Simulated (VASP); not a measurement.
TaS2 (relaxed from the 3R-MoS2 structure, space group R3m): computed properties

Calculation: PBEsol GGA, VASP's PBE PAW potentials (set 64) (plane waves; VASP 6.6.1).

```yaml
space_group: R3m (160)
cell: a = b = 3.294 Å, c = 18.342 Å, α = β = 90.00°, γ = 120.00°
volume_per_atom: 19.16 Å^3/atom
band gap (over mesh and band path): none (metal, semimetal or under 0.01 eV)
density: 7.08 g/cm³
```

```
TaS2
1.0
    1.64723     0.95103     6.11404
   -1.64723     0.95103     6.11404
    0.00000    -1.90206     6.11404
Ta S
1 2
Direct
  0.00005   0.00005   0.00005
  0.75177   0.75177   0.75177
  0.58148   0.58148   0.58148
```

Without a dispersion term in the relaxation, distances and binding between the weakly bound layers, chains or molecules are unreliable, and so is what depends on them. Unless said otherwise, spin-orbit coupling is left out, though it shifts the bands of the heavy elements here.

The structure was generated: TaS2 was put into the 3R-MoS2 type (R3m), which need not be its known phase. It was relaxed first, which changed the volume by +5 %. Symmetry was kept, so distortions that lower it aren't found. The electron count is odd and the run is not spin-polarised, which forces a metal.
